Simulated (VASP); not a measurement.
Energy against volume of W (bcc). Computed with vdW-DF2, VASP's PBE PAW potentials (set 64) (plane waves; VASP 6.6.1). Numerical set-up: 520 eV cut-off, 16×16×16 Γ-centred mesh, first-order Methfessel-Paxton smearing of 0.10 eV, potentials W_sv.

```csv
V (Å³/atom),E (eV/atom)
16.074,-8.39936
16.587,-8.44154
17.100,-8.45349
17.613,-8.43990
```

Problem. Fit these four points and predict the energy of the run at 18.126 Å³/atom.

Solution. A cubic in V^(−2/3), the third-order Birch-Murnaghan form, passes through the four points with V0 = 17.07 Å³/atom and B0 = 267 GPa, and gives -8.4047 eV/atom there. The run gave -8.4047 eV/atom, -0.0 meV/atom from the fit; all five points give B0 = 267 GPa.

The compound is W in the bcc structure. It was relaxed first, which changed the volume by +8 %.
